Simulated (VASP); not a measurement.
An input for Quantum ESPRESSO's pw.x (written as the equivalent of a VASP run, and not itself run):

```
&CONTROL
  calculation = 'vc-relax'
  pseudo_dir = './pseudo'
  outdir = './out'
  tprnfor = .true.
  tstress = .true.
  nstep = 40
  forc_conv_thr = 0.00078
/
&SYSTEM
  ibrav = 0
  nat = 3
  ntyp = 2
  ecutwfc = 88
  occupations = 'smearing'
  smearing = 'gaussian'
  degauss = 0.003675
  input_dft = 'pbesol'
/
&ELECTRONS
  conv_thr = 7.3e-08
  electron_maxstep = 100
/
&IONS
/
&CELL
  press = 200
/
ATOMIC_SPECIES
  Be 9.012 Be.upf
  C 12.011 C.upf
CELL_PARAMETERS angstrom
     0.0000000    2.0975290    2.0975290
     2.0975290    0.0000000    2.0975290
     2.0975290    2.0975290    0.0000000
ATOMIC_POSITIONS crystal
  Be   0.2500000  0.2500000  0.2500000
  Be   0.7500000  0.7500000  0.7500000
  C    0.0000000  0.0000000  0.0000000
K_POINTS automatic
  9 9 9 0 0 0
```

Q: Write the VASP files for the same calculation (PBEsol).

A: Several could match; the one computed here: 
INCAR:
```
# general
SYSTEM   =  Be2C
PREC     =  Accurate
ENCUT    =  620
LREAL    =  .FALSE.
LASPH    =  .TRUE.

# electronic loop
EDIFF    =  1E-6
NELM     =  100
ALGO     =  Normal

# smearing
ISMEAR   =  0
SIGMA    =  0.05

# functional
GGA      =  PS

# ions
IBRION   =  2
NSW      =  40
ISIF     =  3
EDIFFG   =  -0.02
PSTRESS  =  200

# output
LWAVE    =  .FALSE.
LCHARG   =  .FALSE.
```

KPOINTS:
```
Automatic mesh
0
Gamma
9 9 9
0 0 0
```

**POSCAR**
```
Be2C
1
    0.0000000000     2.0975289758     2.0975289758
    2.0975289758     0.0000000000     2.0975289758
    2.0975289758     2.0975289758     0.0000000000
Be C
2 1
Direct
  0.2500000000   0.2500000000   0.2500000000
  0.7500000000   0.7500000000   0.7500000000
  0.0000000000   0.0000000000   0.0000000000
```

POTCAR, in this order: Be C (PBE.64 set). Program: vasp_std.

What does not carry over: the potentials are each code's own (VASP's PAW set, PseudoDojo norm-conserving files in pw.x), so ENCUT and ecutwfc are chosen apart and not converted; conv_thr bounds pw.x's estimated SCF error, while EDIFF bounds the energy change between steps; forc_conv_thr acts on force components and is met together with etot_conv_thr.

The compound is Be2C in the antifluorite structure. It was relaxed first under an external pressure of 20 GPa.
